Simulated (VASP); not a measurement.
A run of VASP 6.6.1 is set up as follows.

The input INCAR:

```
SYSTEM = ScZnGaS4
  ALGO = Normal
  EDIFF = 1E-7
  ENCUT = 520
  GGA = PE
  ISIF = 2
  ISMEAR = -1
  LASPH = .TRUE.
  LCHARG = .FALSE.
  LREAL = .FALSE.
  LWAVE = .FALSE.
  NBANDS = 39
  NELM = 60
  PREC = Accurate
  SIGMA = 0.05
```

Contents of KPOINTS:

```
k-points
0
G
  8 8 3
  0 0 0
```

Contents of POSCAR:

```
ScZnGaS4
1.0
    3.8235926644      0.0000000000      0.0000000000
   -1.9117963322      3.3113283811      0.0000000000
    0.0000000000      0.0000000000     12.5087800002
Ga Zn Sc S
1 1 1 4
Direct
    0.6624600000      0.3270220000      0.2153690000
    0.3421560000      0.6759010000      0.4908550000
   -0.0031500000     -0.0122110000      0.7880260000
   -0.0068780000      0.0066280000      0.5984540000
    0.6698480000      0.3327500000      0.3941680000
   -0.0015390000     -0.0167930000      0.1370530000
    0.6731880000      0.3436970000      0.8714210000
```

Potentials or basis: VASP PAW PBE potentials, release 64 (Ga_d, Zn, Sc_sv, S).

Run with:

```console
$ cat potpaw_PBE.64/Ga_d/POTCAR potpaw_PBE.64/Zn/POTCAR potpaw_PBE.64/Sc_sv/POTCAR potpaw_PBE.64/S/POTCAR > POTCAR
$ mpirun -np 1 vasp_std > vasp.out
```

**Question.** Predict the band gap on the k mesh.

**Answer.** 0.93 eV, indirect (least direct gap 1.01 eV).

**Question.** Estimate the pressure.

**Answer.** 0.1 GPa.

**Question.** Estimate the largest force.

**Answer.** 0.809 eV/Å.

Stress tensor (GPa, compression positive):
```
-0.36  0.04  0.25
 0.04  1.04 -0.91
 0.25 -0.91 -0.27
```

Caveat: an odd mesh through Γ misses points on the zone boundary, where band edges often lie.
